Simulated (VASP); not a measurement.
Crystal: TiN.

```
CELL_PARAMETERS angstrom
0.00000 2.10297 2.10297
2.10297 0.00000 2.10297
2.10297 2.10297 0.00000
ATOMIC_POSITIONS crystal
Ti 0.00000 0.00000 0.00000
N 0.50000 0.50000 0.50000
```

The cell is a database's computed one.

Base run:

* Program: VASP 6.6.1
* Functional: r2SCAN
* Potentials or basis: VASP PAW PBE potentials, release 64 (Ti_sv, N)
* Cutoff: 520 eV
* k mesh: 18 × 18 × 18
* Occupations: gaussian, width 0.1 eV
* Spin: no spin polarisation

Its results: band gap on the k mesh none (metal or under the smearing width); pressure 7.4 GPa.

**Question.** The run is repeated on the same cell with these changes: functional from r2SCAN to PBEsol; occupations from gaussian, width 0.1 eV to gaussian, width 0.5 eV. What comes out?

**Answer.** Band gap on the k mesh none (metal or under the smearing width); pressure 0.6 GPa.

Caveats: the PAW data sets were made with another functional, which shifts forces and pressure a little.

Not every run made on this cell is shown here.
